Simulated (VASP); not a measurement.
**HfIn4SiO6: optical spectrum with PBE**

The system is HfIn4SiO6.

```
Hf In Si O
1.0
     2.71603   -4.70332    0.00448
     2.71603    4.70332    0.00448
    -1.86309    0.00000    7.40415
Hf In Si O
1 4 1 6
Cartesian
  2.7160 2.7768 0.0045
  1.7845 1.2098 3.7066
  2.7160 -0.3586 0.0045
  1.7845 4.3741 3.7066
  1.7845 -1.9666 3.7066
  2.7160 -3.4942 0.0045
  -1.1351 -0.1798 6.4177
  4.7040 -0.1798 0.9954
  1.6933 -2.1708 6.4226
  1.8757 -2.1708 0.9906
  1.5632 1.2736 0.9906
  2.0058 1.2736 6.4226
```

The cell was built by a generator and needn't be a form met in nature.

```yaml
Program: VASP 6.6.1
Task: optical spectrum
Functional: PBE
Potentials_or_basis: VASP PAW PBE potentials, release 64 (Hf_pv, In_d, Si, O)
Cutoff: 520 eV
k_mesh: 6 × 6 × 4
Occupations: fermi-dirac, width 0.05 eV
Spin: no spin polarisation
Further_INCAR_settings: ALGO = Normal; EDIFF = 1e-07; NBANDS = 75
```

- Pressure: -0.4 GPa
- Largest force: 0.132 eV/Å
- Band gap on the k mesh: none (metal or under the smearing width)

Forces in eV/Å, atoms in the order of the input:
```
Hf   0.000 -0.007  0.000
In   0.000 -0.002  0.000
In   0.000 -0.001  0.000
In   0.000 -0.001  0.000
In   0.000  0.005  0.000
Si   0.000 -0.005  0.000
O   -0.047 -0.116  0.028
O    0.047 -0.116 -0.028
O    0.121  0.017  0.025
O   -0.121  0.017 -0.025
O    0.075  0.105 -0.027
O   -0.075  0.105  0.027
```

Stress tensor (GPa, compression positive):
```
-0.33  0.00 -0.01
 0.00 -0.39  0.00
-0.01  0.00 -0.46
```

Levels at points of the mesh, in eV from the Fermi level:
```
           k point  band 48  band 49  band 50  band 51  band 52  band 53  band 54  band 55
(0.00, 0.00, 0.00)    -3.62    -0.86    -0.66    -0.35    -0.21    -0.04    -0.01     0.49
(0.50, 0.00, 0.00)    -3.63    -3.41    -2.27    -1.97     1.12     1.51     1.86     1.99
(0.50, 0.50, 0.00)    -3.68    -3.55    -2.19    -1.77     1.20     1.60     1.63     2.02
(0.00, 0.00, 0.50)    -3.43    -1.10    -0.85    -0.66    -0.19    -0.15    -0.05    -0.01
(0.50, 0.00, 0.50)    -3.45    -3.22    -2.17    -1.77     0.94     1.36     1.92     2.02
(0.50, 0.50, 0.50)    -3.36    -3.14    -2.27    -1.94     0.86     1.40     1.95     2.07
```

Dielectric function (mean over the directions given):
```csv
energy (eV),real part,imaginary part
0.26,-36.31,368.73
0.92,-32.03,14.34
1.59,-7.67,3.14
2.26,-2.17,1.39
2.93,0.87,1.11
3.65,2.15,1.71
4.32,2.90,2.09
4.98,3.58,2.78
5.65,3.10,4.24
6.37,0.97,5.36
7.04,-0.31,3.62
7.71,0.18,2.80
8.37,0.48,2.46
9.09,0.44,2.57
9.76,0.03,2.42
10.43,-0.19,2.08
11.10,-0.17,1.87
11.82,-0.18,1.41
12.49,0.01,1.19
13.15,0.09,1.29
13.82,-0.30,1.28
14.54,-0.22,1.08
15.21,-0.32,0.67
15.88,-0.08,0.42
16.54,0.11,0.40
17.26,0.08,0.36
17.93,0.24,0.27
18.60,0.29,0.23
19.27,0.42,0.29
19.99,0.47,0.20
```

Wall time 4.4 min on 4 MPI ranks on Intel(R) Xeon(R) Platinum 8488C (Sapphire Rapids), on a shared host, peak memory 1.3 GiB a rank.

Caveat: spectra need much finer meshes, so this one isn't converged; independent-particle spectra lack excitons; the intraband (Drude) part of a metal's response may be missing. Spin-orbit coupling is left out, which matters for the levels of Hf.
